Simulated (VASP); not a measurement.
Method: r2SCAN meta-GGA, VASP's PBE PAW potentials (set 64) (plane waves; VASP).

The input files of a VASP run:

INCAR:
```
SYSTEM = Se
PREC = Accurate
ENCUT = 400
EDIFF = 1E-8
NELM = 100
ALGO = Normal
LREAL = .FALSE.
LASPH = .TRUE.
ISMEAR = 0
SIGMA = 0.05
METAGGA = R2SCAN
LMIXTAU = .TRUE.
LMAXMIX = 4
LWAVE = .FALSE.
LCHARG = .FALSE.
IBRION = 1
ISIF = 2
NSW = 30
EDIFFG = -0.001
```

POSCAR:
```
Se
1
    2.2506733677    -3.8982806088     0.0000000000
    2.2506733677     3.8982806088     0.0000000000
    0.0000000000     0.0000000000     4.9858397680
Se
3
Direct
  0.0000000000   0.2175462923   0.6666670000
  0.7824537077   0.7824537077   0.0000000000
  0.2175462923   0.0000000000   0.3333330000
```

File KPOINTS:
```
Automatic mesh
0
Gamma
 5 5 4
```

POTCAR, in this order: Se (PBE.64 set). Program: vasp_std.

Output

OSZICAR:
```
       N       E                     dE             d eps       ncg     rms          rms(c)
DAV:   1     0.444218603858E+02    0.44422E+02   -0.63095E+03   442   0.939E+02
DAV:   2    -0.406653057833E+02   -0.85087E+02   -0.81469E+02   565   0.168E+02
DAV:   3    -0.464315771607E+02   -0.57663E+01   -0.57274E+01   532   0.504E+01
DAV:   4    -0.464853736779E+02   -0.53797E-01   -0.53750E-01   512   0.559E+00
DAV:   5    -0.464859047974E+02   -0.53112E-03   -0.53109E-03   552   0.536E-01    0.696E+00
DAV:   6    -0.438127278051E+02    0.26732E+01   -0.34872E-01   452   0.566E+00    0.489E+00
DAV:   7    -0.413294226909E+02    0.24833E+01   -0.14034E+00   457   0.786E+00    0.181E+00
DAV:   8    -0.425763551892E+02   -0.12469E+01   -0.35540E-01   442   0.489E+00    0.588E-01
DAV:   9    -0.427964035579E+02   -0.22005E+00   -0.19754E-01   442   0.352E+00    0.310E-01
DAV:  10    -0.429175382299E+02   -0.12113E+00   -0.94776E-02   452   0.302E+00    0.118E-01
DAV:  11    -0.429204690310E+02   -0.29308E-02   -0.13032E-03   527   0.353E-01    0.709E-02
DAV:  12    -0.429218293809E+02   -0.13603E-02   -0.90826E-04   452   0.304E-01    0.213E-02
DAV:  13    -0.429219364124E+02   -0.10703E-03   -0.36969E-04   452   0.224E-01    0.151E-02
DAV:  14    -0.429221338247E+02   -0.19741E-03   -0.27182E-05   502   0.583E-02    0.113E-02
DAV:  15    -0.429222975518E+02   -0.16373E-03   -0.43732E-05   452   0.670E-02    0.620E-03
DAV:  16    -0.429223156496E+02   -0.18098E-04   -0.29922E-05   452   0.646E-02    0.215E-03
DAV:  17    -0.429223255946E+02   -0.99450E-05   -0.29549E-06   497   0.175E-02    0.101E-03
DAV:  18    -0.429223190256E+02    0.65690E-05   -0.10236E-06   462   0.116E-02    0.893E-04
DAV:  19    -0.429223206491E+02   -0.16235E-05   -0.35786E-07   477   0.634E-03    0.100E-04
DAV:  20    -0.429223201019E+02    0.54719E-06   -0.24003E-08   384   0.163E-03    0.933E-05
DAV:  21    -0.429223203655E+02   -0.26355E-06   -0.21551E-09   316   0.530E-04    0.418E-05
DAV:  22    -0.429223203227E+02    0.42812E-07   -0.13144E-09   261   0.421E-04    0.200E-05
DAV:  23    -0.429223204699E+02   -0.14720E-06   -0.29404E-10   251   0.161E-04    0.126E-05
DAV:  24    -0.429223204042E+02    0.65682E-07   -0.46669E-11   236   0.751E-05    0.540E-06
DAV:  25    -0.429223204193E+02   -0.15087E-07   -0.17061E-11   236   0.399E-05    0.206E-06
DAV:  26    -0.429223204116E+02    0.76601E-08   -0.74053E-12   236   0.164E-05
   1 F= -.42922320E+02 E0= -.42922320E+02  d E =-.429223E+02
       N       E                     dE             d eps       ncg     rms          rms(c)
DAV:   1    -0.429223205102E+02   -0.90953E-07   -0.20020E-05   442   0.286E-02    0.257E-03
DAV:   2    -0.429223205844E+02   -0.74131E-07   -0.90347E-07   537   0.648E-03    0.465E-04
DAV:   3    -0.429223205085E+02    0.75876E-07   -0.12829E-08   349   0.106E-03    0.276E-04
DAV:   4    -0.429223204618E+02    0.46681E-07   -0.92304E-09   296   0.882E-04    0.673E-05
DAV:   5    -0.429223204370E+02    0.24778E-07   -0.67312E-09   251   0.785E-04    0.512E-05
DAV:   6    -0.429223204585E+02   -0.21455E-07   -0.84139E-10   221   0.259E-04    0.111E-05
DAV:   7    -0.429223204517E+02    0.68017E-08   -0.14635E-10   221   0.135E-04
   2 F= -.42922320E+02 E0= -.42922320E+02  d E =-.400610E-07
```

OUTCAR:
```
------------------------ aborting loop because EDIFF is reached ----------------------------------------
  FORCE on cell =-STRESS in cart. coord.  units (eV):
  Direction    XX          YY          ZZ          XY          YZ          ZX
  --------------------------------------------------------------------------------------
  Total       -0.0248604     -0.0248604      0.0077932      0.0000000     -0.0000000      0.0000000
  in kB       -0.4552660     -0.4552660      0.1427153      0.0000000     -0.0000000      0.0000000
  external PRESSURE =      -0.2559389 kB  Pullay stress =       0.0000000 kB
  volume of cell :       87.49
      direct lattice vectors                 reciprocal lattice vectors
     2.250673368 -3.898280609  0.000000000     0.222155737 -0.128261675  0.000000000
     2.250673368  3.898280609  0.000000000     0.222155737  0.128261675  0.000000000
     0.000000000  0.000000000  4.985839768     0.000000000  0.000000000  0.200568018
 POSITION                                       TOTAL-FORCE (eV/Angst)
 -----------------------------------------------------------------------------------
      0.48967      0.84813      3.32389         0.000130      0.000225     -0.000000
      3.52201      0.00000      0.00000        -0.000260      0.000000     -0.000000
      0.48967     -0.84813      1.66194         0.000130     -0.000225      0.000000
 -----------------------------------------------------------------------------------
    total drift:                               -0.000200     -0.000447      0.000007
  FREE ENERGIE OF THE ION-ELECTRON SYSTEM (eV)
  ---------------------------------------------------
  free  energy   TOTEN  =       -42.9223204517 eV

  energy  without entropy=      -42.9223204517  energy(sigma->0) =      -42.92232045

 reached required accuracy - stopping structural energy minimisation
```
(Selected blocks of OUTCAR.)

**CONTCAR**
```
Se
   1.00000000000000
     2.2506733677000001   -3.8982806087999999    0.0000000000000000
     2.2506733677000001    3.8982806087999999    0.0000000000000000
     0.0000000000000000    0.0000000000000000    4.9858397679999999
  Se
     3
Direct
     0.0000000000000000    0.2175655387161488    0.6666669999999968
     0.7824344612838512    0.7824344612838512    0.0000000000000000
     0.2175655387161488    0.0000000000000000    0.3333330000000032
```

**OUTCAR**
```
 val. band max:        1.7047756288   @ k =   0.4000   0.2000   0.5000

 cond. band min:       3.3105164062   @ k =   0.4000   0.2000   0.5000


 Fermi energy:         1.9718309764

 k-point     1 :       0.0000    0.0000    0.0000
  band No.  band energies     occupation
      1     -14.4739      2.00000
      2     -10.2653      2.00000
      3     -10.2652      2.00000
      4      -2.2140      2.00000
      5      -2.2140      2.00000
      6      -1.9005      2.00000
      7      -0.3012      2.00000
      8      -0.3011      2.00000
      9       1.3694      2.00000
     10       4.0178      0.00000
     11       4.0178      0.00000
     12       4.3361      0.00000
     13       8.2477      0.00000

 k-point     2 :       0.2000    0.0000    0.0000
  band No.  band energies     occupation
      1     -14.3564      2.00000
      2     -10.3867      2.00000
      3     -10.2579      2.00000
      4      -2.8481      2.00000
      5      -2.5276      2.00000
      6      -1.7400      2.00000
      7      -0.3155      2.00000
      8       0.0246      2.00000
      9       1.1193      2.00000
     10       3.9982      0.00000
     11       4.0648      0.00000
     12       4.7180      0.00000
     13       8.3317      0.00000

 k-point     3 :       0.4000    0.0000    0.0000
  band No.  band energies     occupation
      1     -14.1420      2.00000
      2     -10.6267      2.00000
      3     -10.2453      2.00000
      4      -3.2745      2.00000
      5      -2.8668      2.00000
      6      -1.6255      2.00000
      7      -0.7577      2.00000
      8      -0.0814      2.00000
      9       0.8348      2.00000
     10       4.0694      0.00000
     11       4.4578      0.00000
     12       5.7315      0.00000
     13       7.9006      0.00000

 k-point     4 :       0.2000    0.2000    0.0000
  band No.  band energies     occupation
      1     -14.1867      2.00000
      2     -10.5227      2.00000
      3     -10.3040      2.00000
...
```

The compound is Se in the trig structure. This run relaxes the ions in a fixed cell. Symmetry was kept, so distortions that lower it aren't found. The start is the result of an earlier pass.
